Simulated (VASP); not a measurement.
Output of a VASP run:

OUTCAR:
```
 ion  position               nearest neighbor table
   1  0.500  0.500  0.500-   2 2.87   2 2.87   2 2.87   2 2.87   2 2.87   2 2.87   2 2.87   2 2.87
  LATTYP: Found a simple cubic cell.
 ALAT       =     3.3089230899
 Subroutine PRICEL returns:
 Original cell was already a primitive cell.
 Subroutine GETGRP returns: Found 48 space group operations
The static configuration has the point symmetry O_h .
The dynamic configuration has the point symmetry O_h .
 Subroutine INISYM returns: Found 48 space group operations
 Subroutine IBZKPT returns following result:
 Found     56 irreducible k-points:

 Following reciprocal coordinates:
            Coordinates               Weight
  0.000000  0.000000  0.000000      1.000000
  0.090909  0.000000  0.000000      6.000000
  0.181818  0.000000  0.000000      6.000000
  0.272727  0.000000  0.000000      6.000000
  0.363636  0.000000  0.000000      6.000000
  0.454545  0.000000  0.000000      6.000000
  0.090909  0.090909  0.000000     12.000000
  0.181818  0.090909  0.000000     24.000000
  0.272727  0.090909  0.000000     24.000000
  0.363636  0.090909  0.000000     24.000000
  0.454545  0.090909  0.000000     24.000000
  0.181818  0.181818  0.000000     12.000000
  0.272727  0.181818  0.000000     24.000000
  0.363636  0.181818  0.000000     24.000000
  0.454545  0.181818  0.000000     24.000000
  0.272727  0.272727  0.000000     12.000000
  0.363636  0.272727  0.000000     24.000000
  0.454545  0.272727  0.000000     24.000000
  0.363636  0.363636  0.000000     12.000000
  0.454545  0.363636  0.000000     24.000000
  0.454545  0.454545  0.000000     12.000000
  0.090909  0.090909  0.090909      8.000000
  0.181818  0.090909  0.090909     24.000000
  0.272727  0.090909  0.090909     24.000000
  0.363636  0.090909  0.090909     24.000000
  0.454545  0.090909  0.090909     24.000000
  0.181818  0.181818  0.090909     24.000000
  0.272727  0.181818  0.090909     48.000000
  0.363636  0.181818  0.090909     48.000000
  0.454545  0.181818  0.090909     48.000000
  0.272727  0.272727  0.090909     24.000000
  0.363636  0.272727  0.090909     48.000000
  0.454545  0.272727  0.090909     48.000000
  0.363636  0.363636  0.090909     24.000000
  0.454545  0.363636  0.090909     48.000000
  0.454545  0.454545  0.090909     24.000000
  0.181818  0.181818  0.181818      8.000000
  0.272727  0.181818  0.181818     24.000000
  0.363636  0.181818  0.181818     24.000000
  0.454545  0.181818  0.181818     24.000000
   k-points           NKPTS =     56   k-points in BZ     NKDIM =     56   number of bands    NBANDS=     15
   number of dos      NEDOS =    301   number of ions     NIONS =      2
   total plane-waves  NPLWV =  21952
   dimension x,y,z NGX =    28 NGY =   28 NGZ =   28
   dimension x,y,z NGXF=    56 NGYF=   56 NGZF=   56
   ions per type =               1   1
   PREC   = accura    normal or accurate (medium, high low for compatibility)
   ISTART =      0    job   : 0-new  1-cont  2-samecut
   ICHARG =      2    charge: 1-file 2-atom 10-const
   ISPIN  =      1    spin polarized calculation?
   LNONCOLLINEAR =      F non collinear calculations
   LSORBIT =      F    spin-orbit coupling
   INIWAV =      1    electr: 0-lowe 1-rand  2-diag
   ENCUT  =  520.0 eV  38.22 Ry    6.18 a.u.   6.15  6.15  6.15*2*pi/ulx,y,z
   NELM   =    100;   NELMIN=  2; NELMDL= -5     # of ELM steps
   EDIFF  = 0.1E-06   stopping-criterion for ELM
   LREAL  =      F    real-space projection
   NLSPLINE    = F    spline interpolate recip. space projectors
   LMAXMIX     =    4 max onsite mixed and CHGCAR
   VOSKOWN=      0    Vosko Wilk Nusair interpolation
   EDIFFG = 0.1E-05   stopping-criterion for IOM
   NSW    =      0    number of steps for IOM
   NBLOCK =      1;   KBLOCK =      1    inner block; outer block
   IBRION =     -1    ionic relax: 0-MD 1-quasi-New 2-CG
   NFREE  =      0    steps in history (QN), initial steepest desc. (CG)
...
```

OSZICAR:
```
       N       E                     dE             d eps       ncg     rms          rms(c)
DAV:   1     0.161011348917E+03    0.16101E+03   -0.11445E+04  1702   0.198E+03
DAV:   2    -0.130444313179E+01   -0.16232E+03   -0.15802E+03  1799   0.410E+02
DAV:   3    -0.880911449857E+01   -0.75047E+01   -0.74641E+01  2023   0.936E+01
DAV:   4    -0.894161375219E+01   -0.13250E+00   -0.13241E+00  2074   0.120E+01
DAV:   5    -0.894795503108E+01   -0.63413E-02   -0.63412E-02  2484   0.233E+00    0.595E+00
DAV:   6    -0.878826825275E+01    0.15969E+00   -0.38990E-01  1988   0.966E+00    0.281E+00
DAV:   7    -0.875618486973E+01    0.32083E-01   -0.71396E-02  2252   0.499E+00    0.124E+00
DAV:   8    -0.875007603092E+01    0.61088E-02   -0.21643E-02  1855   0.145E+00    0.375E-01
DAV:   9    -0.874938340550E+01    0.69263E-03   -0.19266E-03  2198   0.747E-01    0.510E-02
DAV:  10    -0.874939018935E+01   -0.67839E-05   -0.41338E-05  2179   0.941E-02    0.242E-02
DAV:  11    -0.874939199228E+01   -0.18029E-05   -0.57535E-06  2016   0.253E-02    0.266E-03
DAV:  12    -0.874939236979E+01   -0.37751E-06   -0.38749E-07  2135   0.724E-03    0.229E-03
DAV:  13    -0.874939224368E+01    0.12611E-06   -0.27323E-08  1092   0.199E-03    0.591E-04
DAV:  14    -0.874939218592E+01    0.57758E-07   -0.58546E-09  1036   0.102E-03
   1 F= -.87493922E+01 E0= -.87489320E+01  d E =-.138065E-02
```

OUTCAR:
```
------------------------ aborting loop because EDIFF is reached ----------------------------------------
  FORCE on cell =-STRESS in cart. coord.  units (eV):
  Direction    XX          YY          ZZ          XY          YZ          ZX
  --------------------------------------------------------------------------------------
  Total       -0.0972466     -0.0972466     -0.0972466      0.0000000     -0.0000000     -0.0000000
  in kB       -4.3005591     -4.3005591     -4.3005591      0.0000000     -0.0000000     -0.0000000
  external PRESSURE =      -4.3005591 kB  Pullay stress =       0.0000000 kB
  volume of cell :       36.23
      direct lattice vectors                 reciprocal lattice vectors
     3.308923090  0.000000000  0.000000000     0.302213129  0.000000000  0.000000000
     0.000000000  3.308923090  0.000000000     0.000000000  0.302213129  0.000000000
     0.000000000  0.000000000  3.308923090     0.000000000  0.000000000  0.302213129
 POSITION                                       TOTAL-FORCE (eV/Angst)
 -----------------------------------------------------------------------------------
      1.65446      1.65446      1.65446         0.000000      0.000000      0.000000
      0.00000      0.00000      0.00000         0.000000      0.000000      0.000000
 -----------------------------------------------------------------------------------
    total drift:                                0.000000      0.000000      0.000000
  FREE ENERGIE OF THE ION-ELECTRON SYSTEM (eV)
  ---------------------------------------------------
  free  energy   TOTEN  =        -8.7493921859 eV

  energy  without entropy=       -8.7480115407  energy(sigma->0) =       -8.74893197
```
(Selected blocks of OUTCAR.)

### POSCAR
```
PdIn
1
    3.3089230899     0.0000000000     0.0000000000
    0.0000000000     3.3089230899     0.0000000000
    0.0000000000     0.0000000000     3.3089230899
In Pd
1 1
Direct
  0.5000000000   0.5000000000   0.5000000000
  0.0000000000   0.0000000000   0.0000000000
```

**Question.** Write an INCAR and KPOINTS that could have produced this output.

**Answer.** One answer among several that fit: the input of the run itself, PBE GGA, plane waves, VASP's PBE PAW potentials (set 64).

### INCAR
```
ALGO  =  Normal
EDIFF  =  1E-7
ENCUT  =  520
GGA  =  PE
ISIF  =  2
ISMEAR  =  1
LASPH  =  .TRUE.
LCHARG  =  .FALSE.
LMAXMIX  =  4
LREAL  =  .FALSE.
LWAVE  =  .FALSE.
NELM  =  100
PREC  =  Accurate
SIGMA  =  0.1
SYSTEM  =  PdIn
```

### KPOINTS
```
kpoints
0
G
 11 11 11
0 0 0
```

POTCAR, in this order: In_d Pd (PBE.64 set). Program: vasp_std.

The compound is PdIn in the CsCl type structure. It was relaxed first, which changed the volume by +6 %. The electron count is odd and the run is not spin-polarised, which forces a metal.
